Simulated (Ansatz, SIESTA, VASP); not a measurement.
# Code comparison for CaPbF6 (P1, 8 atoms in the cell)

Self-consistent single point.

```
CaPbF6
1.0
    0.00000     4.31698     4.31698
    4.31698     0.00000     4.31698
    4.31698     4.31698     0.00000
Ca Pb F
1 1 6
Direct
  0.49712   0.49737   0.50273
  0.00286   0.00394   0.99268
  0.76011   0.75670   0.24220
  0.23339   0.24173   0.76101
  0.23374   0.76014   0.76066
  0.76277   0.23862   0.24388
  0.76050   0.24299   0.75617
  0.24951   0.75851   0.24069
```

Shared settings, as Ansatz (a first-principles code) writes them: kpoints.mp_grid.grid = 3 3 3; magnetization.spin_orbit = true; scf.occupations.method = fermi_dirac; scf.occupations.width = 0.0007 Ry. Potentials and cutoffs stand in the table.

```json
[
 {"code": "SIESTA", "model": "GGA PBEsol with spin-orbit coupling, numerical atomic orbitals TZP, PseudoDojo PBEsol fully relativistic norm-conserving potentials (rewritten from UPF to PSML)", "pressure (GPa)": "–", "largest force (eV/Å)": "1.833", "gap on the mesh (eV)": "3.076", "cutoff": "grid 350 Ry"},
 {"code": "VASP", "model": "PBEsol, spin-orbit coupling, VASP's PBE PAW potentials (set 64)", "pressure (GPa)": "-7.10", "largest force (eV/Å)": "1.592", "gap on the mesh (eV)": "3.493", "cutoff": "400 eV"},
 {"code": "Ansatz", "model": "PBEsol with spin-orbit coupling, PAW files made with PBE", "pressure (GPa)": "-0.74", "largest force (eV/Å)": "1.561", "gap on the mesh (eV)": "3.531", "cutoff": "30.9 Ry"}
]
```

Size of the force on each atom (eV/Å): Sizes of forces hide their directions.

```json
[
 {"code": "SIESTA", "Ca1": "0.196", "Pb2": "1.833", "F3": "0.658", "F4": "0.634", "F5": "0.105", "F6": "0.516", "F7": "0.112", "F8": "1.052"},
 {"code": "VASP", "Ca1": "0.218", "Pb2": "1.592", "F3": "0.486", "F4": "0.642", "F5": "0.181", "F6": "0.343", "F7": "0.046", "F8": "0.755"},
 {"code": "Ansatz", "Ca1": "0.221", "Pb2": "1.561", "F3": "0.466", "F4": "0.638", "F5": "0.188", "F6": "0.322", "F7": "0.051", "F8": "0.716"}
]
```

A dash marks a value that a program does not give, or that is left out as unsure.

Gaps are read on the mesh.

The spread over the programs that give each value: pressure within 6.36 GPa; largest force within 0.272 eV/Å; gap on the mesh within 0.455 eV.

SIESTA uses small atom-centred bases, whose incompleteness enters pressures, forces and empty levels differently from a plane-wave cutoff. Ansatz's pressure is given at a fixed set of plane waves, as the other plane-wave codes print theirs; with its correction for the finite basis it is -0.45 GPa (the shift of 0.29 GPa shows how far the cutoff is from converged). In the gap, SIESTA (by 0.436) lies more than 0.12 eV from the median of the plane-wave programs. In the force vectors, SIESTA (by 0.317) lies more than 0.08 eV/Å from the median of the plane-wave programs.

VASP's run is marked for a possible Pulay error in its stress at this cutoff; no cutoff test was made.

The starting cell comes from a database of computed structures (which also holds hypothetical and non-ambient phases and stackings), without a prior relaxation at this level. Its atoms were displaced at random from the sites of space group no. 225.

Keys are those of Ansatz 0.2.
